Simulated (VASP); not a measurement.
Here is the system:

```xyz
2
Lattice="3.5770 0.0000 0.0000 -1.7885 3.0978 0.0000 0.0000 0.0000 3.4910" Properties=species:S:1:pos:R:3 pbc="T T T"
Ta     0.0000     0.0000     0.0000
Ge     1.7885     1.0326     1.7455
```

Level of theory: PBEsol GGA, VASP's PBE PAW potentials (set 64) (plane waves; VASP). Run with 400 eV cut-off, 11×11×9 Γ-centred mesh, first-order Methfessel-Paxton smearing of 0.10 eV, potentials Ta_pv Ge_d.

Energy and stress use the plane-wave basis of the starting cell.

Task: The ions, cell shape and volume are relaxed. What does this cell relax into?

Result: 
```xyz
2
Lattice="3.0537 0.0000 0.0000 -1.5268 2.6446 0.0000 0.0000 0.0000 4.0889" Properties=species:S:1:pos:R:3 pbc="T T T"
Ta     0.0000     0.0000     0.0000
Ge     1.5268     0.8815     2.0445
```
Space group P-6m2 (187), at a tolerance of 0.03 Å.

Task: How do energy and volume change from the first to the last step?

Result: The energy (σ→0) changes by -280.8 meV/atom and the volume by -14.6 %, in 17 ionic steps.

The structure was generated: TaGe was put into the WC type (P-6m2), which need not be its known phase. This run relaxes it. Symmetry was kept, so distortions that lower it aren't found. The electron count is odd and the run is not spin-polarised, which forces a metal.
